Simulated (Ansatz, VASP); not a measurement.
# PdRu3: VASP beside Ansatz

One calculation is typed for both programs; each brings its own data sets and cutoff. How far apart do they land? The cell is invented: As first built, before any earlier steps moved the atoms (in the runner's words): it takes the TaRu structure with some of its atoms replaced by other elements, volume scaled by an estimate. It may not be a known or stable phase. The cell is taken from a series of VASP runs on this material, whose earlier steps may have relaxed, scaled or displaced it; both programs get it as it stands.

Calculated with Ansatz 0.2.0; plane waves, with VASP 6.6.1 beside it; single point at PBE.

### 1. Starting point

The structure is cubic, space group Fm-3m (No. 225). The conventional cell has a = 6.139 Å, b = 6.139 Å, c = 6.139 Å, α = 90.00°, β = 90.00°, γ = 90.00°. Nearest to Pd lie 8 Ru at 2.66 Å. Nearest to Ru lie 8 Ru at 2.66 Å. Nearest to Ru lie 4 Ru at 2.66 Å and 4 Pd at 2.66 Å. As first built, before any earlier steps moved the atoms (in the runner's words): sites of the TaRu structure (space group 221) filled with other elements, volume scaled by an estimate. Farther neighbours are not listed.

### 2. Ansatz: single point, PBE

Ansatz runs on its default PAW (the set named soft_2) files.

With cell and atoms fixed, the geometry can't cause a difference; cores, projectors, grids and the points listed under the comparison can.

File input.yaml:

```yaml
crystal:
  lattice:
    - [0.0, 3.0693083363, 3.0693083363]
    - [3.0693083363, 0.0, 3.0693083363]
    - [3.0693083363, 3.0693083363, 0.0]
  atoms:
    - { symbol: Pd, position: [0.0, 0.0, 0.0] }
    - { symbol: Ru, position: [0.5, 0.5, 0.5] }
    - { symbol: Ru, position: [0.75, 0.75, 0.75] }
    - { symbol: Ru, position: [0.25, 0.25, 0.25] }
hamiltonian:
  xc: pbe
  pseudopotentials: { kind: paw }
kpoints:
  mp_grid: { grid: [6, 6, 6] }
scf:
  occupations: { method: fermi_dirac, width: 0.05 }
  n_extra_bands: 5
output:
  forces: true
  stress: true
  eigenvalues: true
  write_density: true
  write_potential: true
  elf: true
  volumetric_format: npy
```

The run is started by

```console
ansatz run input.yaml --threads 2 --pin off --max-ram 4608MiB --backend cpu --events-out ev --progress --plain --runs-dir out
```

Numbers of over 12 decimals in the logs are rounded to 6 here.

The program printed:

```text
scf.n_extra_bands = 5 over 33 filled bands (N_el = 66.0): the run solves 38 bands
Engine: ansatz 0.2.0, aarch64-unknown-linux-gnu
Pseudopotentials: kind: paw
Pseudopotential: Pd, paw, valence charge 18, recommended cutoff 420 eV (normal), Pd.paw.azcp
Pseudopotential: Ru, paw, valence charge 16, recommended cutoff 420 eV (normal), Ru.paw.azcp
Functional definition: PBE
  parameter kappa = 0.804
  parameter beta = 0.066725
  exchange = pbe_x(kappa = kappa, mu = beta*pi^2/3)
  correlation = pbe_c(beta = beta)
Crystal: 4 atoms, lattice volume = 57.830 Å³
Basis set: ecut = 420 eV, 1139 PW (Γ), exchange–correlation on 60×60×60 points (8 copies of the dense FFT grid, shifted against one another)
Bands: 38, of which v1, the nominal top of the filled ones, is band 33 counted from 1 (32 counted from 0)
Symmetry: 48 space group operations
Space group: Fm-3m (ITA 225), of the structure as read, at distance tolerance 3.9e-5 Å
k-points: 16 of 216
Non-local potential: Pd, projectors of the file, l = 0: 2, l = 1: 2, l = 2: 2, l = 3: 1
Non-local potential: Ru, projectors of the file, l = 0: 3, l = 1: 2, l = 2: 2, l = 3: 1
PAW form: soft (Blöchl's): semilocal exchange-correlation on the pseudo side does not see the compensation charge
PAW one-centre angular grid: Pd, 590 points (default); XC on 64 Gauss nodes
PAW one-centre angular grid: Ru, 590 points (default); XC on 64 Gauss nodes
Initial density: superposition of atomic densities (neutral atoms: chi_scale 0, normalization atom), corrected by the library's trained network
Initial wavefunctions: pseudopotential atomic-orbital guess
Functional: x = pbe(κ = 0.804, μ = 0.219515), c = pbe(β = 0.066725)
SCF iter   1: F=—  HF=-24606.633326 eV  |F-HF|=—  |Δ(HF+E_count)|=         —  Δρ=6.93e-3  dr2=2.25e-2  ethr=1.77e-3  ⟨swp⟩=5.4  Hψ=1999  notcnv=0
preconditioner: auto → Kerker (q_TF=auto, 2.789 Å⁻¹)  [metal: Δε(μ)=0.033 eV  Ē_g=4.103 eV  σ=0.050 eV  W_gap=0.16  n_scr=14 (ndim 8)  ℏωp=28.5 eV  f_vac=0.000  D(μ)=12.30/eV (n_scr^D=258)]
SCF iter   2: F=—  HF=-24606.634761 eV  |F-HF|=—  |Δ(HF+E_count)|=   1.43e-3  Δρ=3.37e-3  dr2=5.21e-3  ethr=3.41e-5  ⟨swp⟩=2.0  Hψ=1029  notcnv=0
SCF iter   3: F=—  HF=-24606.634921 eV  |F-HF|=—  |Δ(HF+E_count)|=   1.60e-4  Δρ=5.34e-4  dr2=2.54e-4  ethr=7.90e-6  ⟨swp⟩=1.8  Hψ=820  notcnv=0
SCF iter   4: F=—  HF=-24606.634891 eV  |F-HF|=—  |Δ(HF+E_count)|=   3.07e-5  Δρ=1.16e-4  dr2=9.68e-6  ethr=3.84e-7  ⟨swp⟩=2.6  Hψ=1039  notcnv=0
SCF iter   5: F=—  HF=-24606.634887 eV  |F-HF|=—  |Δ(HF+E_count)|=   3.21e-6  Δρ=3.98e-5  dr2=9.62e-7  ethr=1.47e-8  ⟨swp⟩=2.0  Hψ=1116  notcnv=0
SCF iter   6: F=-24606.634887 eV  HF=-24606.634887 eV  |F-HF|=6.37e-9  |Δ(HF+E_count)|=   8.93e-8  Δρ=9.64e-6  dr2=3.41e-8  ethr=1.52e-10  ⟨swp⟩=8.6  Hψ=4076  notcnv=0
SCF 1 converged in 6 iterations: F = -24606.634887 eV  dr2 = 3.41e-8
  greatest PAW one-centre occupation: 0.999 electrons in one spin orbital (limit 2), on the Pd atom at site 0 (counted from 0), in its partial waves of l = 0
SCF converged after 6 iterations
Free energy (F): -24606.634887 eV
Harris-Foulkes:  -24606.634887 eV  (|F-HF|=6.37e-9)
Internal energy: -24606.539076 eV  (E = F + TS)
E sigma→0 (E₀):  -24606.586982 eV
Entropy (-TS):   -0.095811 eV (-23.953 meV/atom)
Fermi energy:    21.603267 eV
--- Per-component energies (eV) ---
  E_band       = -355.809395
  E_kinetic    = 2053.439246
  E_local      = -5719.953578  (includes V_loc(G=0)·N_el)
  E_nonlocal   = 1249.092429
  E_hartree    = 1991.807472
  E_xc         = -738.279240
  E_vxc        = -926.535926  (∫ρ·V_xc dr)
  E_paw        = -14133.180335  (= ΣΔE_a)
  E_vpaw       = -995.468484  (= ΣTr[D̂ρ^β])
  E_aug_tail   = -0.000349  (compensation charges beyond the density's cutoff)
  E_ewald      = -9309.464722
  E_smearing   = -0.095811  (= −TS)
  E_closure    = -0.000000  (closes the sum)
  Σ components = -24606.634887   (vs F -24606.634887, Δ=0.00e0)
--- Forces (eV/Å), atoms counted from 1 ---
  atom   1  Pd    -0.00000000     0.00000000     0.00000000
  atom   2  Ru     0.00000000    -0.00000000    -0.00000000
  atom   3  Ru    -0.00000000     0.00000000     0.00000000
  atom   4  Ru    -0.00000000     0.00000000     0.00000000
  max |Σ_I F_I| component: 9.25e-18 eV/Å
--- Stress (GPa, compression-positive) ---
        0.959014       0.000000      -0.000000
        0.000000       0.959014       0.000000
        0.000000      -0.000000       0.959014
  P = ⅓ Tr σ = 0.9590 GPa (9.590 kbar)
--- Band table (eV; the first three rows and the last of 16) ---
  k-point 0: bands = [... 29 lower, 20.5955, 21.7348, 21.7348, 22.1961, 22.1961, 22.9023, 22.9023, 22.9023, ... 1 higher]
  k-point 1: bands = [... 29 lower, 20.6023, 21.6582, 21.6582, 21.7548, 22.0347, 22.0347, 22.7278, 22.7278, ... 1 higher]
  k-point 2: bands = [... 29 lower, 20.7201, 20.7201, 21.5068, 21.5068, 21.7024, 21.7024, 22.3533, 22.3533, ... 1 higher]
  k-point 15: bands = [... 29 lower, 20.2392, 20.8678, 20.9109, 21.7479, 21.8095, 22.8790, 22.9342, 23.0968, ... 1 higher]
```

The job ended after 2.5 s (2 threads of Arm Neoverse N1, shared host; peak memory 0.33 GiB).

The run ends at a pressure of 0.96 GPa.

### 3. VASP: single point, PBE

The same cell, functional, mesh and smearing now go to VASP, with its own data sets and cutoff.

Lines of VASP's logs that name or quote its potential files are left out, and so is its time.

File INCAR:

```
SYSTEM = PdRu3
PREC = Accurate
ENCUT = 400
EDIFF = 1E-06
NELM = 100
ISMEAR = -1
SIGMA = 0.05
LREAL = .FALSE.
ALGO = Normal
GGA = PE
NBANDS = 32
LORBIT = 11
LWAVE = .FALSE.
LCHARG = .FALSE.
KPAR = 2
ISIF = 2
```

File POSCAR:

```
PdRu3
1.0
    0.0000000000      3.0693083363      3.0693083363
    3.0693083363      0.0000000000      3.0693083363
    3.0693083363      3.0693083363      0.0000000000
Pd Ru
1 3
Direct
    0.0000000000      0.0000000000      0.0000000000
    0.5000000000      0.5000000000      0.5000000000
    0.7500000000      0.7500000000      0.7500000000
    0.2500000000      0.2500000000      0.2500000000
```

File KPOINTS:

```
Automatic mesh
0
Gamma
6 6 6
0 0 0
```

PAW data sets: Pd and Ru_pv (PBE family, release 64).

The run is started by

```console
mpirun -np 2 vasp_std
```

The program printed:

```text
[banner, memory and clock lines left out]
running    2 mpi-ranks, on    1 nodes
 distrk:  each k-point on    1 cores,    2 groups
 distr:  one band on    1 cores,    1 groups

 POSCAR found type information on POSCAR PdRu
 POSCAR found :  2 types and       4 ions
 LDA part: xc-table for (Slater+PW92), standard interpolation
 POSCAR, INCAR and KPOINTS ok, starting setup
 FFT: planning ... GRIDC
 FFT: planning ... GRID_SOFT
 FFT: planning ... GRID
 WAVECAR not read
 entering main loop
       N       E                     dE             d eps       ncg     rms          rms(c)
DAV:   1     0.483935776194E+03    0.48394E+03   -0.26906E+04  1104   0.142E+03
DAV:   2    -0.200186143067E+02   -0.50395E+03   -0.49016E+03  1168   0.456E+02
DAV:   3    -0.326296172980E+02   -0.12611E+02   -0.12452E+02  1152   0.790E+01
DAV:   4    -0.328007138552E+02   -0.17110E+00   -0.16986E+00  1280   0.819E+00
DAV:   5    -0.328047333154E+02   -0.40195E-02   -0.40186E-02  1200   0.116E+00    0.215E+01
DAV:   6    -0.313118934337E+02    0.14928E+01   -0.10107E+01  1112   0.234E+01    0.102E+01
DAV:   7    -0.323006057287E+02   -0.98871E+00   -0.12807E+01  1152   0.278E+01    0.142E+01
DAV:   8    -0.308455987380E+02    0.14550E+01   -0.64633E+00  1120   0.138E+01    0.484E+00
DAV:   9    -0.306492868640E+02    0.19631E+00   -0.48643E-01  1112   0.715E+00    0.191E+00
DAV:  10    -0.306410711538E+02    0.82157E-02   -0.66476E-02  1152   0.195E+00    0.649E-01
DAV:  11    -0.306389234486E+02    0.21477E-02   -0.10086E-02  1144   0.980E-01    0.168E-01
DAV:  12    -0.306387812380E+02    0.14221E-03   -0.71448E-04  1256   0.231E-01    0.448E-02
DAV:  13    -0.306387602463E+02    0.20992E-04   -0.62253E-05  1184   0.842E-02    0.136E-02
DAV:  14    -0.306387613901E+02   -0.11438E-05   -0.50885E-06   976   0.205E-02    0.240E-03
DAV:  15    -0.306387609087E+02    0.48146E-06   -0.38731E-07   648   0.585E-03
   1 F= -.30638761E+02 E0= -.30590824E+02  d E =-.958734E-01
```

Parts of OUTCAR (step 3):

```text
ion  position               nearest neighbor table
   1  0.000  0.000  0.000-   3 2.66   4 2.66   3 2.66   3 2.66   4 2.66   3 2.66   4 2.66   4 2.66
                             2 3.07   2 3.07   2 3.07   2 3.07   2 3.07   2 3.07
   2  0.500  0.500  0.500-   4 2.66   3 2.66   4 2.66   3 2.66   4 2.66   4 2.66   3 2.66   3 2.66
                             1 3.07   1 3.07   1 3.07   1 3.07   1 3.07   1 3.07
   3  0.750  0.750  0.750-   2 2.66   1 2.66   2 2.66   1 2.66   2 2.66   2 2.66   1 2.66   1 2.66
                             4 3.07   4 3.07   4 3.07   4 3.07   4 3.07   4 3.07
   4  0.250  0.250  0.250-   1 2.66   2 2.66   1 2.66   1 2.66   2 2.66   1 2.66   2 2.66   2 2.66
                             3 3.07   3 3.07   3 3.07   3 3.07   3 3.07   3 3.07

  LATTYP: Found a face centered cubic cell.
 ALAT       =     6.1386166726

 Subroutine GETGRP returns: Found 48 space group operations
 (whereof 48 operations were pure point group operations)

The static configuration has the point symmetry O_h .

 Found     16 irreducible k-points:

   k-points           NKPTS =     16   k-points in BZ     NKDIM =     16   number of bands    NBANDS=     32

   dimension x,y,z NGX =    28 NGY =   28 NGZ =   28
   dimension x,y,z NGXF=    56 NGYF=   56 NGZF=   56

   ENCUT  =  400.0 eV  29.40 Ry    5.42 a.u.   7.08  7.08  7.08*2*pi/ulx,y,z

   NELECT =      52.0000    total number of electrons

 k-points in reciprocal lattice and weights: Automatic mesh
   0.00000000  0.00000000  0.00000000       0.005
   0.16666667  0.00000000  0.00000000       0.037
   0.33333333  0.00000000  0.00000000       0.037
   0.50000000  0.00000000  0.00000000       0.019
   0.16666667  0.16666667  0.00000000       0.028
   0.33333333  0.16666667  0.00000000       0.111
   0.50000000  0.16666667  0.00000000       0.111
  -0.33333333  0.16666667  0.00000000       0.111
  -0.16666667  0.16666667  0.00000000       0.056
[...]
-0.33333333  0.33333333  0.16666667       0.111
  -0.33333333  0.50000000  0.16666667       0.056

 average (electrostatic) potential at core
       1 -69.3839       2 -68.6059       3 -68.3130       4 -68.3130

 E-fermi :  11.5175

 k-point     1 :       0.0000    0.0000    0.0000
  band No.  band energies     occupation
    ...
     19       8.6939      2.00000
     20       8.6939      2.00000
     21       8.6939      2.00000
     22      10.5148      2.00000
     23      10.5148      2.00000
     24      11.6488      0.13501
     25      11.6488      0.13501
     26      12.1096      0.00001
     27      12.1096      0.00001
     28      12.8141      0.00000
    ...

 k-point     2 :       0.1667    0.0000    0.0000
  band No.  band energies     occupation
    ...
     21       9.0822      2.00000
     22      10.5213      2.00000
     23      10.5213      2.00000
     24      11.5723      0.50122
     25      11.5723      0.50122
     26      11.6687      0.09267
     27      11.9483      0.00036
     28      11.9483      0.00036
     29      12.6402      0.00000
     30      12.6402      0.00000
    ...

 k-point     3 :       0.3333    0.0000    0.0000
  band No.  band energies     occupation
    ...
     22      10.5128      2.00000
     23      10.6381      2.00000
     24      10.6381      2.00000
     25      11.4208      1.74745
     26      11.4208      1.74745
     27      11.6163      0.24359
     28      11.6163      0.24359
     29      12.2665      0.00000
     30      12.2665      0.00000
     31      15.3380      0.00000
    ...

  Total        0.0067620      0.0067620      0.0067620     -0.0000000      0.0000000     -0.0000000
  in kB        0.1873419      0.1873419      0.1873419     -0.0000000      0.0000000     -0.0000000
  external PRESSURE =       0.1873419 kB  Pullay stress =       0.0000000 kB

  energy-cutoff  :      400.00
  volume of cell :       57.83
      direct lattice vectors                 reciprocal lattice vectors
     0.000000000  3.069308336  3.069308336    -0.162903151  0.162903151  0.162903151
     3.069308336  0.000000000  3.069308336     0.162903151 -0.162903151  0.162903151
     3.069308336  3.069308336  0.000000000     0.162903151  0.162903151 -0.162903151

 POSITION                                       TOTAL-FORCE (eV/Angst)
 -----------------------------------------------------------------------------------
      0.00000      0.00000      0.00000        -0.000000      0.000000      0.000000
      3.06931      3.06931      3.06931        -0.000000      0.000000      0.000000
      4.60396      4.60396      4.60396        -0.000000     -0.000000     -0.000000
      1.53465      1.53465      1.53465         0.000000      0.000000      0.000000
 -----------------------------------------------------------------------------------
    total drift:                                0.000000      0.000000      0.000000

  FREE ENERGIE OF THE ION-ELECTRON SYSTEM (eV)
  ---------------------------------------------------
  free  energy   TOTEN  =       -30.6387609087 eV

  energy  without entropy=      -30.5428875068  energy(sigma->0) =      -30.59082421

 total charge
# of ion       s       p       d       tot
------------------------------------------
    1        0.545   0.617   8.512   9.673
    2        0.385   6.266   5.868  12.519
    3        0.359   6.241   5.923  12.523
    4        0.359   6.241   5.923  12.523
--------------------------------------------------
tot          1.647  19.365  26.227  47.238

[... 3 further parts left out ...]
```

The run ends at a pressure of 0.02 GPa.

### 4. Differences

Known differences besides the potentials themselves: the data sets hold 66 valence electrons in Ansatz (default PAW (the set named soft_2) files) and 52 in VASP; the cutoff is 420 eV in Ansatz and 400 eV in VASP; VASP leaves aspherical gradient terms in its spheres out (LASPH is not set), Ansatz keeps them. Total energies have different zeros and are not compared.

Both answers:

```tsv
quantity	Ansatz	VASP	difference
pressure (GPa)	0.96	0.02	+0.94
pressure without Ansatz's Pulay correction (GPa)	0.89	0.02	+0.87
```

Ansatz's pressure holds a Pulay correction of 0.07 GPa; VASP's holds none.

### 5. Summary of results

| Property | Result |
| --- | --- |
| difference in pressure (single point, PBE) | 0.94 GPa |

In words: The difference in pressure is 0.94 GPa (single point, PBE), within the 1 GPa picked in this series as the mark of a large difference. Such differences can come from data sets, numerical settings and the points named under the comparisons, not from the functional's error against experiment.

[Lines on the potential files, build, host, timing and source positions are cut from VASP's logs without a mark.]

[Logs are printed without paths, hosts, clocks, repeated set-up lines and the standing remarks that a program may print on its own settings, such as how far it seeks lower states.]

[Hosts, paths, dates, database ids (printed as entryN), source tags and the programs' standing remarks are cut or masked in the printed files.]
